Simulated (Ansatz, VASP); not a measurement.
One calculation of CsSrF3, two programs

File INCAR:

```
  ALGO = Normal
  EDIFF = 1E-6
  ENCUT = 520
  ISIF = 2
  ISMEAR = 0
  LASPH = T
  LCHARG = T
  LELF = T
  LREAL = F
  LVHAR = T
  LWAVE = F
  NBANDS = 28
  NELM = 80
  PREC = Accurate
  SIGMA = 0.05
```

The input KPOINTS:

```
k-points
0
Gamma
  6 6 6
```

The input POSCAR:

```
CsSrF3
1.0
    4.7664090829      0.1238028333      0.1238028333
    0.1238028333      4.7664090829      0.1238028333
    0.1238028333      0.1238028333      4.7664090829
Cs Sr F
1 1 3
Direct
    0.0000000000      0.0000000000      0.0000000000
    0.5000000000      0.5000000000      0.5000000000
    0.0000000000      0.5000000000      0.5000000000
    0.5000000000      0.0000000000      0.5000000000
    0.5000000000      0.5000000000      0.0000000000
```

Input for Ansatz:

```yaml
crystal:
  lattice:
    - [4.7664090829, 0.1238028333, 0.1238028333]
    - [0.1238028333, 4.7664090829, 0.1238028333]
    - [0.1238028333, 0.1238028333, 4.7664090829]
  atoms:
    - { symbol: Cs, position: [0.0, 0.0, 0.0] }
    - { symbol: Sr, position: [0.5, 0.5, 0.5] }
    - { symbol: F, position: [0.0, 0.5, 0.5] }
    - { symbol: F, position: [0.5, 0.0, 0.5] }
    - { symbol: F, position: [0.5, 0.5, 0.0] }
basis:
  ecutwfc: 420
kpoints:
  mp_grid: { grid: [6, 6, 6] }
hamiltonian:
  xc: lda
scf:
  occupations: { method: gaussian, width: 0.05 }
output:
  forces: true
  stress: true
  eigenvalues: true
```

Alike in both runs: task single point; functional LDA; k mesh 6 × 6 × 6; occupations gaussian, width 0.05 eV; no spin polarisation.

|  | VASP | Ansatz |
| --- | --- | --- |
| version | VASP 6.6.1 | Ansatz 0.2.0 |
| potentials or method | VASP PAW LDA potentials, release 64 (Cs_sv, Sr_sv, F) | scalar-relativistic, plane waves, PAW |
| plane-wave cutoff (eV) | 520 | 420 |
| valence electrons in the cell | 40 | 40 |

```tsv
	VASP	Ansatz	Ansatz less VASP
gap on the k mesh at the Fermi level (eV)	6.00	6.02	+0.025
least direct gap on the mesh (eV)	6.00	6.02	+0.025
pressure (GPa)	-3.1	-3.3	-0.23
largest component of the traceless stress (GPa)	0.66	0.67	+0.010
```

Caveats: spin-orbit coupling is left out, which moves the levels of the heavy elements. A k mesh can miss the band edges.
